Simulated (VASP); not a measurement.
VASP ran on this input.

**KPOINTS**
```
kpoints
0
Gamma
  11 11 11
0 0 0
```

**INCAR**
```
SYSTEM = SnS
PREC = Accurate
ENCUT = 500
EDIFF = 1E-6
NELM = 100
ALGO = Normal
LREAL = .FALSE.
LASPH = .TRUE.
ISMEAR = 1
SIGMA = 0.1
GGA = PS
LMAXMIX = 4
LWAVE = .FALSE.
LCHARG = .FALSE.
IBRION = 2
ISIF = 3
NSW = 40
EDIFFG = -0.02
PSTRESS = 300
```

**POSCAR**
```
SnS
1
    0.0000000000     2.8765704884     2.8765704884
    2.8765704884     0.0000000000     2.8765704884
    2.8765704884     2.8765704884     0.0000000000
Sn S
1 1
Direct
  0.0000000000   0.0000000000   0.0000000000
  0.2500000000   0.2500000000   0.2500000000
```

POTCAR, in this order: Sn_d S (PBE.64 set). Program: vasp_std.

Question: Write an equivalent input for Quantum ESPRESSO's pw.x.

Answer: One equivalent input (not run):
```
&CONTROL
  calculation = 'vc-relax'
  pseudo_dir = './pseudo'
  outdir = './out'
  tprnfor = .true.
  tstress = .true.
  nstep = 40
  forc_conv_thr = 0.00078
/
&SYSTEM
  ibrav = 0
  nat = 2
  ntyp = 2
  ecutwfc = 72
  occupations = 'smearing'
  smearing = 'methfessel-paxton'
  degauss = 0.00735
  input_dft = 'pbesol'
/
&ELECTRONS
  conv_thr = 7.3e-08
  electron_maxstep = 100
/
&IONS
/
&CELL
  press = 300
/
ATOMIC_SPECIES
  Sn 118.710 Sn.upf
  S 32.060 S.upf
CELL_PARAMETERS angstrom
     0.0000000    2.8765705    2.8765705
     2.8765705    0.0000000    2.8765705
     2.8765705    2.8765705    0.0000000
ATOMIC_POSITIONS crystal
  Sn   0.0000000  0.0000000  0.0000000
  S    0.2500000  0.2500000  0.2500000
K_POINTS automatic
  11 11 11 0 0 0
```
What does not carry over: the potentials are each code's own (VASP's PAW set, PseudoDojo norm-conserving files in pw.x), so ENCUT and ecutwfc are chosen apart and not converted; conv_thr bounds pw.x's estimated SCF error, while EDIFF bounds the energy change between steps; forc_conv_thr acts on force components and is met together with etot_conv_thr.

The structure was generated: SnS was put into the zinc blende type (F-43m), which need not be its known phase. This run relaxes it under an external pressure of 30 GPa. Symmetry was kept, so distortions that lower it aren't found.
